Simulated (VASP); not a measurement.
Method: PBE GGA, VASP's PBE PAW potentials (set 64) (plane waves; VASP).

VASP input:

### INCAR
```
ALGO=Normal
EDIFF=1E-6
EDIFFG=-0.02
ENCUT=500
GGA=PE
IBRION=2
ISIF=3
ISMEAR=1
LASPH=.True.
LCHARG=.False.
LREAL=.False.
LWAVE=.False.
NELM=100
NSW=60
PREC=Accurate
SIGMA=0.1
SYSTEM=C2Si6
```

**POSCAR**
```
C2Si6
1
    5.1504032866     0.1815762017     0.1815762017
    0.1815762017     5.1504032866     0.1815762017
    0.1815762017     0.1815762017     5.1504032866
Si C
6 2
Direct
  0.0333817193   0.9823399733   0.9823399733
  0.2166182807   0.2676600267   0.2676600267
  0.4823399733   0.5333817193   0.9823399733
  0.7676600267   0.7166182807   0.2676600267
  0.4823399733   0.9823399733   0.5333817193
  0.7676600267   0.2676600267   0.7166182807
  0.9428177968   0.4428177968   0.4428177968
  0.3071822032   0.8071822032   0.8071822032
```

File KPOINTS:
```
Automatic mesh
0
Gamma
6 6 6
0 0 0
```

POTCAR, in this order: Si C (PBE.64 set). Program: vasp_std.

What VASP printed:

### OSZICAR
```
       N       E                     dE             d eps       ncg     rms          rms(c)
DAV:   1     0.912988185445E+02    0.91299E+02   -0.12671E+04  1344   0.123E+03
DAV:   2    -0.430480652349E+02   -0.13435E+03   -0.12770E+03  1809   0.193E+02
DAV:   3    -0.526548474211E+02   -0.96068E+01   -0.93446E+01  1697   0.522E+01
DAV:   4    -0.529208304032E+02   -0.26598E+00   -0.26522E+00  1672   0.101E+01
DAV:   5    -0.529286327333E+02   -0.78023E-02   -0.77995E-02  1709   0.168E+00    0.143E+01
DAV:   6    -0.486786862176E+02    0.42499E+01   -0.26224E+01  1775   0.291E+01    0.776E+00
DAV:   7    -0.484916453118E+02    0.18704E+00   -0.33233E+00  1479   0.108E+01    0.443E+00
DAV:   8    -0.484436896491E+02    0.47956E-01   -0.10313E+00  1678   0.529E+00    0.154E+00
DAV:   9    -0.484046793275E+02    0.39010E-01   -0.19484E-01  1695   0.261E+00    0.407E-01
DAV:  10    -0.484082590291E+02   -0.35797E-02   -0.35360E-02  1624   0.101E+00    0.142E-01
DAV:  11    -0.484088609622E+02   -0.60193E-03   -0.15132E-03  1569   0.226E-01    0.815E-02
DAV:  12    -0.484088197538E+02    0.41208E-04   -0.11572E-04  1740   0.647E-02    0.507E-02
DAV:  13    -0.484088190502E+02    0.70360E-06   -0.21113E-04  1793   0.778E-02    0.142E-02
DAV:  14    -0.484088163118E+02    0.27384E-05   -0.22163E-05  1599   0.265E-02    0.775E-03
DAV:  15    -0.484088168543E+02   -0.54244E-06   -0.21978E-06   982   0.955E-03
   1 F= -.48408817E+02 E0= -.48408258E+02  d E =-.484088E+02
       N       E                     dE             d eps       ncg     rms          rms(c)
DAV:   1    -0.484099693946E+02   -0.11531E-02   -0.43026E-02  1437   0.119E+00    0.123E-01
DAV:   2    -0.484096832620E+02    0.28613E-03   -0.31047E-03  1611   0.385E-01    0.591E-02
DAV:   3    -0.484096345446E+02    0.48717E-04   -0.95591E-04  1580   0.165E-01    0.348E-02
DAV:   4    -0.484096086973E+02    0.25847E-04   -0.21436E-04  1605   0.873E-02    0.243E-02
DAV:   5    -0.484096033728E+02    0.53245E-05   -0.58178E-05  1594   0.481E-02    0.584E-03
DAV:   6    -0.484096021610E+02    0.12117E-05   -0.83370E-06  1569   0.191E-02    0.316E-03
DAV:   7    -0.484096021489E+02    0.12132E-07   -0.46428E-07   847   0.538E-03
   2 F= -.48409602E+02 E0= -.48409060E+02  d E =-.785295E-03
       N       E                     dE             d eps       ncg     rms          rms(c)
DAV:   1    -0.484096789493E+02   -0.76788E-04   -0.19316E-03  1432   0.252E-01    0.266E-02
DAV:   2    -0.484096651200E+02    0.13829E-04   -0.14038E-04  1601   0.821E-02    0.126E-02
DAV:   3    -0.484096628014E+02    0.23187E-05   -0.43438E-05  1570   0.350E-02    0.748E-03
DAV:   4    -0.484096613671E+02    0.14343E-05   -0.95791E-06  1574   0.185E-02    0.517E-03
DAV:   5    -0.484096607604E+02    0.60672E-06   -0.24263E-06  1053   0.102E-02
   3 F= -.48409661E+02 E0= -.48409117E+02  d E =-.843906E-03
```

OUTCAR:
```
------------------------ aborting loop because EDIFF is reached ----------------------------------------
  FORCE on cell =-STRESS in cart. coord.  units (eV):
  Direction    XX          YY          ZZ          XY          YZ          ZX
  --------------------------------------------------------------------------------------
  Total        0.0998889      0.0998889      0.0998889     -0.0683310     -0.0683310     -0.0683310
  in kB        1.1757881      1.1757881      1.1757881     -0.8043218     -0.8043218     -0.8043218
  external PRESSURE =       1.1757881 kB  Pullay stress =       0.0000000 kB
  volume of cell :      136.11
      direct lattice vectors                 reciprocal lattice vectors
     5.150390027  0.183742075  0.183742075     0.194638432 -0.006704609 -0.006704609
     0.183742075  5.150390027  0.183742075    -0.006704609  0.194638432 -0.006704609
     0.183742075  0.183742075  5.150390027    -0.006704609 -0.006704609  0.194638432
 POSITION                                       TOTAL-FORCE (eV/Angst)
 -----------------------------------------------------------------------------------
      0.53328      5.24391      5.24391        -0.014725     -0.008521     -0.008521
      1.21368      1.46969      1.46969         0.014725      0.008521      0.008521
      2.76058      3.01660      5.24391        -0.008521     -0.014725     -0.008521
      4.13676      3.88074      1.65344         0.008521      0.014725      0.008521
      2.76058      5.24391      3.01660        -0.008521     -0.008521     -0.014725
      4.13676      1.65344      3.88074         0.008521      0.008521      0.014725
      5.01853      2.53520      2.53520         0.007514      0.007514      0.007514
      1.87881      4.36214      4.36214        -0.007514     -0.007514     -0.007514
 -----------------------------------------------------------------------------------
    total drift:                                0.000000     -0.000000     -0.000000
  FREE ENERGIE OF THE ION-ELECTRON SYSTEM (eV)
  ---------------------------------------------------
  free  energy   TOTEN  =       -48.4096607604 eV

  energy  without entropy=      -48.4080301216  energy(sigma->0) =      -48.40911721

 reached required accuracy - stopping structural energy minimisation
```
(Selected blocks of OUTCAR.)

**CONTCAR**
```
C2Si6
   1.00000000000000
     5.1503900272869645    0.1837420751020938    0.1837420751020938
     0.1837420751020938    5.1503900272869645    0.1837420751020938
     0.1837420751020938    0.1837420751020938    5.1503900272869645
  Si              C
     6     2
Direct
     0.0334793299674666    0.9819320153003480    0.9819320153003480
     0.2165206700325334    0.2680679846996520    0.2680679846996520
     0.4819320153003480    0.5334793299674666    0.9819320153003480
     0.7680679846996520    0.7165206700325334    0.2680679846996520
     0.4819320153003480    0.9819320153003480    0.5334793299674666
     0.7680679846996520    0.2680679846996520    0.7165206700325334
     0.9428032913763766    0.4428032913763766    0.4428032913763766
     0.3071967086236234    0.8071967086236234    0.8071967086236234
```

The structure was generated: C2Si6 was put into an ordered model structure (R-3m), which need not be its known phase. This run relaxes it. Symmetry was kept, so distortions that lower it aren't found. The start is the result of an earlier pass.
